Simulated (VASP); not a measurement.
Runs of VASP 6.6.1 on GeH3C. The structure is trigonal, space group P-3m1 (No. 164). The conventional cell has a = 3.960 Å, b = 3.960 Å, c = 8.700 Å, α = 90.00°, β = 90.00°, γ = 120.00°. Ge (site symmetry 3m) has 1 C at 1.98 Å as nearest neighbours. Around C (site symmetry 3m) lie 3 H at 1.09 Å. Around H (site symmetry m) lie 1 C at 1.09 Å. The cell comes from a database or a generator and needn't be the stable form of this composition.

```csv
level,potentials or basis,gap on the mesh (eV),pressure (GPa),relaxed volume (Å³/atom),largest force (eV/Å)
PBEsol,"VASP PAW PBE potentials, release 64 (Ge_d, C, H)",(c),0.0,12.36,0.01
PBE,"VASP PAW PBE potentials, release 64 (Ge_d, C, H)",0.79,0.0,12.91,-
vdW-DF-cx,"VASP PAW PBE potentials, release 64 (Ge_d, C, H)",0.92,-0.1,11.42,0.01
LDA,"VASP PAW LDA potentials, release 64 (Ge_d, C, H)",(a),-0.1,(b),0.02
```

Alike in all rows: task relaxation of cell and atoms; no spin polarisation; cell relaxed; k mesh 9 × 9 × 3; cutoff (eV) 600; smearing gaussian 0.05 eV.

Question: Fill in the values left out.

Answer: (a) 1.02; (b) 11.91; (c) 0.93.

Caveats: an odd mesh through Γ misses points on the zone boundary, where band edges often lie; the PAW data sets were made with another functional, which shifts forces and pressure a little (some runs); this functional lacks dispersion, which binds the layers, so the pressure and a relaxed spacing across them are unreliable (some runs).

A k mesh can miss the band edges, and the runs leave out spin-orbit coupling on Ge.

Not every run made on this cell is shown here.
